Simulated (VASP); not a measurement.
Calculation: PBEsol GGA, VASP's PBE PAW potentials (set 64) (plane waves; VASP 6.6.1).

Gaps are without spin-orbit coupling.

```yaml
volume_per_atom: 16.81 Å³/atom
band gap (over mesh and band path): 0.25 eV
smallest direct gap (over mesh and band path): 0.81 eV
hill_bulk_modulus: 57.5 GPa
hill_shear_modulus: 43.9 GPa
```

Task: Which relaxed crystal gives these values?
A) SrO, Fm-3m (225)
B) CaGaGeH, P3m1 (156)
C) MgCdTe2, P-4m2 (115)
D) GaS, P6_3/mmc (194)

Result: B, CaGaGeH, P3m1 (156)
